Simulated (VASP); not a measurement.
Data:

```xyz
4
Lattice="4.0215 0.0000 0.0000 0.0000 4.0215 0.0000 0.0000 0.0000 4.0215" Properties=species:S:1:pos:R:3 pbc="T T T"
Nb     0.0000     2.0108     2.0108
Nb     2.0108     0.0000     2.0108
Nb     2.0108     2.0108     0.0000
Si     0.0000     0.0000     0.0000
```

All values below come from PBEsol GGA, VASP's PBE PAW potentials (set 64) (plane waves; VASP 6.6.1). Numerical set-up: 400 eV cut-off, Gaussian smearing of 0.050 eV, potentials Nb_sv Si.

Give the energies of bands 14 to 24 at the high-symmetry points, in eV from the Fermi level.

```json
[
 {"band": "14", "Γ": "-5.00", "X": "-5.57", "M": "-4.20", "R": "-3.30"},
 {"band": "15", "Γ": "-3.30", "X": "-3.26", "M": "-4.20", "R": "-3.30"},
 {"band": "16", "Γ": "-3.30", "X": "-2.98", "M": "-3.71", "R": "-3.30"},
 {"band": "17", "Γ": "-2.95", "X": "-2.98", "M": "-1.43", "R": "-1.91"},
 {"band": "18", "Γ": "-2.95", "X": "-2.20", "M": "-1.43", "R": "-1.91"},
 {"band": "19", "Γ": "-2.95", "X": "-1.29", "M": "-1.29", "R": "-1.91"},
 {"band": "20", "Γ": "-0.18", "X": "0.11", "M": "-1.10", "R": "-0.07"},
 {"band": "21", "Γ": "-0.18", "X": "0.11", "M": "0.15", "R": "-0.07"},
 {"band": "22", "Γ": "-0.18", "X": "0.14", "M": "0.15", "R": "-0.07"},
 {"band": "23", "Γ": "1.64", "X": "0.35", "M": "1.12", "R": "1.40"},
 {"band": "24", "Γ": "1.64", "X": "1.42", "M": "1.49", "R": "1.40"}
]
```

It has no gap at this level: it comes out as a metal or semimetal.

The structure comes from a computed database's Nb3Si entry (Pm-3m); how it stands against other phases isn't given here. It was relaxed first. The electron count is odd and the run is not spin-polarised, which forces a metal.
